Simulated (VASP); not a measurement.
Calculation: PBE GGA, VASP's PBE PAW potentials (set 64) (plane waves; VASP).

Input for VASP

File POSCAR:
```
Ge
1
    0.0000000000     2.8855800000     2.8855800000
    2.8855800000     0.0000000000     2.8855800000
    2.8855800000     2.8855800000     0.0000000000
Ge
2
Direct
  0.0000000000   0.0000000000   0.0000000000
  0.2500000000   0.2500000000   0.2500000000
```

KPOINTS:
```
Automatic
0
Gamma
 7 7 7
0 0 0
```

INCAR:
```
LCHARG=.FALSE.
ISMEAR=0
LWAVE=.FALSE.
NELM=100
BMIX=3.0
LASPH=.TRUE.   ! aspherical one-centre terms
AMIX=0.1
ALGO=Normal
LREAL=.FALSE.   ! projection in real space or not
SYSTEM=Ge
EDIFF=1E-6   ! SCF stop (eV)
PREC=Accurate
ISIF=2   ! forces and stress, cell fixed
LMAXMIX=4   ! l cut-off of mixed one-centre charges
GGA=PE   ! PBE
ENCUT=400   ! plane-wave cut-off (eV)
IMIX=1
SIGMA=0.05
```

POTCAR, in this order: Ge_d (PBE.64 set). Program: vasp_std.

Output of the run:

OSZICAR:
```
...
DAV:  12    -0.904982091283E+01    0.45103E-02   -0.14928E-04   820   0.158E-01    0.172E+00
DAV:  13    -0.904568192375E+01    0.41390E-02   -0.13649E-04   796   0.146E-01    0.160E+00
DAV:  14    -0.904191117369E+01    0.37708E-02   -0.12679E-04   772   0.135E-01    0.149E+00
DAV:  15    -0.903849558967E+01    0.34156E-02   -0.11554E-04   780   0.125E-01    0.139E+00
DAV:  16    -0.903541594719E+01    0.30796E-02   -0.10562E-04   780   0.116E-01    0.129E+00
DAV:  17    -0.903265012875E+01    0.27658E-02   -0.96305E-05   776   0.108E-01    0.121E+00
DAV:  18    -0.903017436140E+01    0.24758E-02   -0.88172E-05   782   0.100E-01    0.113E+00
DAV:  19    -0.902796483271E+01    0.22095E-02   -0.79543E-05   786   0.928E-02    0.106E+00
DAV:  20    -0.902599837550E+01    0.19665E-02   -0.74433E-05   786   0.866E-02    0.988E-01
DAV:  21    -0.902425280741E+01    0.17456E-02   -0.65921E-05   788   0.804E-02    0.927E-01
DAV:  22    -0.902270707074E+01    0.15457E-02   -0.62179E-05   788   0.752E-02    0.870E-01
DAV:  23    -0.902134187572E+01    0.13652E-02   -0.55208E-05   794   0.700E-02    0.817E-01
DAV:  24    -0.902013909143E+01    0.12028E-02   -0.51985E-05   796   0.656E-02    0.769E-01
DAV:  25    -0.901908230287E+01    0.10568E-02   -0.46295E-05   806   0.611E-02    0.724E-01
DAV:  26    -0.901815631647E+01    0.92599E-03   -0.43646E-05   778   0.573E-02    0.682E-01
DAV:  27    -0.901734750214E+01    0.80881E-03   -0.39007E-05   740   0.533E-02    0.643E-01
DAV:  28    -0.901664332972E+01    0.70417E-03   -0.36726E-05   726   0.499E-02    0.607E-01
DAV:  29    -0.901603260455E+01    0.61073E-03   -0.33059E-05   740   0.463E-02    0.574E-01
DAV:  30    -0.901550509287E+01    0.52751E-03   -0.31027E-05   728   0.436E-02    0.543E-01
DAV:  31    -0.901505165645E+01    0.45344E-03   -0.28119E-05   674   0.408E-02    0.514E-01
DAV:  32    -0.901466399220E+01    0.38766E-03   -0.26569E-05   660   0.388E-02    0.487E-01
DAV:  33    -0.901433473765E+01    0.32925E-03   -0.24828E-05   656   0.368E-02    0.462E-01
DAV:  34    -0.901405727444E+01    0.27746E-03   -0.22915E-05   646   0.347E-02    0.439E-01
DAV:  35    -0.901382561612E+01    0.23166E-03   -0.21454E-05   662   0.329E-02    0.417E-01
DAV:  36    -0.901363443889E+01    0.19118E-03   -0.19769E-05   642   0.309E-02    0.396E-01
DAV:  37    -0.901347891594E+01    0.15552E-03   -0.18407E-05   606   0.294E-02    0.377E-01
DAV:  38    -0.901335480401E+01    0.12411E-03   -0.17395E-05   604   0.271E-02    0.359E-01
DAV:  39    -0.901325830128E+01    0.96503E-04   -0.15959E-05   586   0.251E-02    0.342E-01
DAV:  40    -0.901318595180E+01    0.72349E-04   -0.14983E-05   568   0.236E-02    0.326E-01
DAV:  41    -0.901313472534E+01    0.51226E-04   -0.14012E-05   580   0.222E-02    0.311E-01
DAV:  42    -0.901310189474E+01    0.32831E-04   -0.13114E-05   574   0.212E-02    0.297E-01
DAV:  43    -0.901308502942E+01    0.16865E-04   -0.12355E-05   574   0.205E-02    0.283E-01
DAV:  44    -0.901308197443E+01    0.30550E-05   -0.11654E-05   578   0.197E-02    0.271E-01
DAV:  45    -0.901309081109E+01   -0.88367E-05   -0.10961E-05   580   0.191E-02    0.259E-01
DAV:  46    -0.901310982826E+01   -0.19017E-04   -0.10370E-05   562   0.185E-02    0.248E-01
DAV:  47    -0.901313751448E+01   -0.27686E-04   -0.97823E-06   580   0.179E-02    0.237E-01
DAV:  48    -0.901317252252E+01   -0.35008E-04   -0.92442E-06   572   0.173E-02    0.227E-01
DAV:  49    -0.901321366270E+01   -0.41140E-04   -0.87342E-06   570   0.167E-02    0.218E-01
DAV:  50    -0.901325988120E+01   -0.46218E-04   -0.82560E-06   568   0.161E-02    0.209E-01
DAV:  51    -0.901331024595E+01   -0.50365E-04   -0.78017E-06   578   0.155E-02    0.200E-01
DAV:  52    -0.901336393583E+01   -0.53690E-04   -0.73833E-06   576   0.150E-02    0.192E-01
DAV:  53    -0.901342022903E+01   -0.56293E-04   -0.69829E-06   566   0.145E-02    0.185E-01
DAV:  54    -0.901347849006E+01   -0.58261E-04   -0.66089E-06   568   0.140E-02    0.177E-01
DAV:  55    -0.901353816305E+01   -0.59673E-04   -0.62579E-06   578   0.135E-02    0.170E-01
DAV:  56    -0.901359876179E+01   -0.60599E-04   -0.59250E-06   576   0.130E-02    0.164E-01
DAV:  57    -0.901365986300E+01   -0.61101E-04   -0.56146E-06   568   0.126E-02    0.157E-01
DAV:  58    -0.901372110143E+01   -0.61238E-04   -0.53180E-06   570   0.121E-02    0.152E-01
DAV:  59    -0.901378215932E+01   -0.61058E-04   -0.50423E-06   570   0.117E-02    0.146E-01
DAV:  60    -0.901384276348E+01   -0.60604E-04   -0.47776E-06   582   0.114E-02    0.140E-01
DAV:  61    -0.901390268190E+01   -0.59918E-04   -0.45316E-06   570   0.110E-02    0.135E-01
DAV:  62    -0.901396171818E+01   -0.59036E-04   -0.42950E-06   570   0.106E-02    0.130E-01
DAV:  63    -0.901401970340E+01   -0.57985E-04   -0.40749E-06   574   0.103E-02    0.125E-01
DAV:  64    -0.901407650229E+01   -0.56799E-04   -0.38631E-06   576   0.997E-03    0.121E-01
DAV:  65    -0.901413199993E+01   -0.55498E-04   -0.36656E-06   576   0.962E-03    0.117E-01
DAV:  66    -0.901418610427E+01   -0.54104E-04   -0.34756E-06   570   0.935E-03    0.112E-01
DAV:  67    -0.901423874208E+01   -0.52638E-04   -0.32979E-06   572   0.902E-03    0.108E-01
DAV:  68    -0.901428985890E+01   -0.51117E-04   -0.31273E-06   578   0.878E-03    0.105E-01
DAV:  69    -0.901433941318E+01   -0.49554E-04   -0.29671E-06   576   0.847E-03    0.101E-01
DAV:  70    -0.901438737751E+01   -0.47964E-04   -0.28139E-06   568   0.825E-03    0.975E-02
DAV:  71    -0.901443373555E+01   -0.46358E-04   -0.26692E-06   572   0.796E-03    0.941E-02
DAV:  72    -0.901447847952E+01   -0.44744E-04   -0.25316E-06   582   0.776E-03    0.909E-02
DAV:  73    -0.901452161326E+01   -0.43134E-04   -0.24007E-06   570   0.748E-03    0.878E-02
DAV:  74    -0.901456314618E+01   -0.41533E-04   -0.22769E-06   578   0.731E-03    0.848E-02
DAV:  75    -0.901460309354E+01   -0.39947E-04   -0.21586E-06   566   0.704E-03    0.819E-02
DAV:  76    -0.901464147742E+01   -0.38384E-04   -0.20472E-06   586   0.688E-03    0.791E-02
DAV:  77    -0.901467832261E+01   -0.36845E-04   -0.19403E-06   570   0.663E-03    0.765E-02
DAV:  78    -0.901471366065E+01   -0.35338E-04   -0.18400E-06   578   0.648E-03    0.739E-02
DAV:  79    -0.901474752338E+01   -0.33863E-04   -0.17433E-06   568   0.625E-03    0.714E-02
DAV:  80    -0.901477994768E+01   -0.32424E-04   -0.16529E-06   580   0.611E-03    0.691E-02
DAV:  81    -0.901481096956E+01   -0.31022E-04   -0.15656E-06   566   0.589E-03    0.668E-02
DAV:  82    -0.901484062965E+01   -0.29660E-04   -0.14842E-06   574   0.576E-03    0.646E-02
DAV:  83    -0.901486896907E+01   -0.28339E-04   -0.14053E-06   562   0.555E-03    0.624E-02
DAV:  84    -0.901489602856E+01   -0.27059E-04   -0.13319E-06   582   0.543E-03    0.604E-02
DAV:  85    -0.901492184954E+01   -0.25821E-04   -0.12608E-06   558   0.524E-03    0.584E-02
DAV:  86    -0.901494647511E+01   -0.24626E-04   -0.11946E-06   570   0.512E-03    0.565E-02
DAV:  87    -0.901496994797E+01   -0.23473E-04   -0.11307E-06   556   0.494E-03    0.547E-02
DAV:  88    -0.901499230946E+01   -0.22361E-04   -0.10709E-06   562   0.483E-03    0.529E-02
DAV:  89    -0.901501360198E+01   -0.21293E-04   -0.10132E-06   556   0.466E-03    0.512E-02
DAV:  90    -0.901503386644E+01   -0.20264E-04   -0.95949E-07   556   0.456E-03    0.495E-02
DAV:  91    -0.901505314316E+01   -0.19277E-04   -0.90737E-07   554   0.440E-03    0.479E-02
DAV:  92    -0.901507147331E+01   -0.18330E-04   -0.85851E-07   544   0.430E-03    0.464E-02
DAV:  93    -0.901508889568E+01   -0.17422E-04   -0.81392E-07   560   0.415E-03    0.449E-02
DAV:  94    -0.901510544744E+01   -0.16552E-04   -0.76748E-07   532   0.406E-03    0.434E-02
DAV:  95    -0.901512116704E+01   -0.15720E-04   -0.73017E-07   542   0.392E-03    0.420E-02
DAV:  96    -0.901513609094E+01   -0.14924E-04   -0.68709E-07   542   0.383E-03    0.407E-02
DAV:  97    -0.901515025323E+01   -0.14162E-04   -0.65190E-07   542   0.369E-03    0.394E-02
DAV:  98    -0.901516368920E+01   -0.13436E-04   -0.61401E-07   530   0.361E-03    0.381E-02
DAV:  99    -0.901517643096E+01   -0.12742E-04   -0.58212E-07   530   0.348E-03    0.369E-02
DAV: 100    -0.901518851075E+01   -0.12080E-04   -0.54885E-07   536   0.340E-03
   1 F= -.90151885E+01 E0= -.90149520E+01  d E =-.473035E-03
```

File OUTCAR:
```
------------------------ aborting loop EDIFF was not reached (unconverged)  ----------------------------
  FORCE on cell =-STRESS in cart. coord.  units (eV):
  Direction    XX          YY          ZZ          XY          YZ          ZX
  --------------------------------------------------------------------------------------
  Total       -0.1035245     -0.1035245     -0.1035245      0.0000000      0.0000000      0.0000000
  in kB       -3.4516302     -3.4516302     -3.4516302      0.0000000      0.0000000      0.0000000
  external PRESSURE =      -3.4516302 kB  Pullay stress =       0.0000000 kB
  volume of cell :       48.05
      direct lattice vectors                 reciprocal lattice vectors
     0.000000000  2.885580000  2.885580000    -0.173275390  0.173275390  0.173275390
     2.885580000  0.000000000  2.885580000     0.173275390 -0.173275390  0.173275390
     2.885580000  2.885580000  0.000000000     0.173275390  0.173275390 -0.173275390
 POSITION                                       TOTAL-FORCE (eV/Angst)
 -----------------------------------------------------------------------------------
      0.00000      0.00000      0.00000         0.000000      0.000000      0.000000
      1.44279      1.44279      1.44279        -0.000000     -0.000000     -0.000000
 -----------------------------------------------------------------------------------
    total drift:                                0.000000      0.000000     -0.000000
  FREE ENERGIE OF THE ION-ELECTRON SYSTEM (eV)
  ---------------------------------------------------
  free  energy   TOTEN  =        -9.0151885108 eV

  energy  without entropy=       -9.0147154758  energy(sigma->0) =       -9.01495199
```
(Selected blocks of OUTCAR.)

**stdout**
```
...
DAV:  81    -0.901481096956E+01   -0.31022E-04   -0.15656E-06   566   0.589E-03    0.668E-02
DAV:  82    -0.901484062965E+01   -0.29660E-04   -0.14842E-06   574   0.576E-03    0.646E-02
DAV:  83    -0.901486896907E+01   -0.28339E-04   -0.14053E-06   562   0.555E-03    0.624E-02
DAV:  84    -0.901489602856E+01   -0.27059E-04   -0.13319E-06   582   0.543E-03    0.604E-02
DAV:  85    -0.901492184954E+01   -0.25821E-04   -0.12608E-06   558   0.524E-03    0.584E-02
DAV:  86    -0.901494647511E+01   -0.24626E-04   -0.11946E-06   570   0.512E-03    0.565E-02
DAV:  87    -0.901496994797E+01   -0.23473E-04   -0.11307E-06   556   0.494E-03    0.547E-02
DAV:  88    -0.901499230946E+01   -0.22361E-04   -0.10709E-06   562   0.483E-03    0.529E-02
DAV:  89    -0.901501360198E+01   -0.21293E-04   -0.10132E-06   556   0.466E-03    0.512E-02
DAV:  90    -0.901503386644E+01   -0.20264E-04   -0.95949E-07   556   0.456E-03    0.495E-02
DAV:  91    -0.901505314316E+01   -0.19277E-04   -0.90737E-07   554   0.440E-03    0.479E-02
DAV:  92    -0.901507147331E+01   -0.18330E-04   -0.85851E-07   544   0.430E-03    0.464E-02
DAV:  93    -0.901508889568E+01   -0.17422E-04   -0.81392E-07   560   0.415E-03    0.449E-02
DAV:  94    -0.901510544744E+01   -0.16552E-04   -0.76748E-07   532   0.406E-03    0.434E-02
DAV:  95    -0.901512116704E+01   -0.15720E-04   -0.73017E-07   542   0.392E-03    0.420E-02
DAV:  96    -0.901513609094E+01   -0.14924E-04   -0.68709E-07   542   0.383E-03    0.407E-02
DAV:  97    -0.901515025323E+01   -0.14162E-04   -0.65190E-07   542   0.369E-03    0.394E-02
DAV:  98    -0.901516368920E+01   -0.13436E-04   -0.61401E-07   530   0.361E-03    0.381E-02
DAV:  99    -0.901517643096E+01   -0.12742E-04   -0.58212E-07   530   0.348E-03    0.369E-02
DAV: 100    -0.901518851075E+01   -0.12080E-04   -0.54885E-07   536   0.340E-03

 -----------------------------------------------------------------------------
|                                                                             |
|           W    W    AA    RRRRR   N    N  II  N    N   GGGG   !!!           |
|           W    W   A  A   R    R  NN   N  II  NN   N  G    G  !!!           |
|           W    W  A    A  R    R  N N  N  II  N N  N  G       !!!           |
|           W WW W  AAAAAA  RRRRR   N  N N  II  N  N N  G  GGG   !            |
|           WW  WW  A    A  R   R   N   NN  II  N   NN  G    G                |
|           W    W  A    A  R    R  N    N  II  N    N   GGGG   !!!           |
|                                                                             |
|     The electronic self-consistency was not achieved in the given           |
|     number of steps (NELM). The forces and other quantities evaluated       |
|     might not be reliable so examine the results carefully. If you find     |
|     spurious results, we suggest increasing NELM, if you were close to      |
|     convergence or switching to a different ALGO or adjusting the           |
|     density mixing parameters otherwise.                                    |
|                                                                             |
 -----------------------------------------------------------------------------

   1 F= -.90151885E+01 E0= -.90149520E+01  d E =-.473035E-03
```

The run did not converge; its last values are not results.

The compound is Ge in the diamond structure. The cell was not relaxed at this level. The run is one of a series of settings (AMIX = 0.1, BMIX = 3.0, IMIX = 1 against the base run), some of them coarse on purpose.
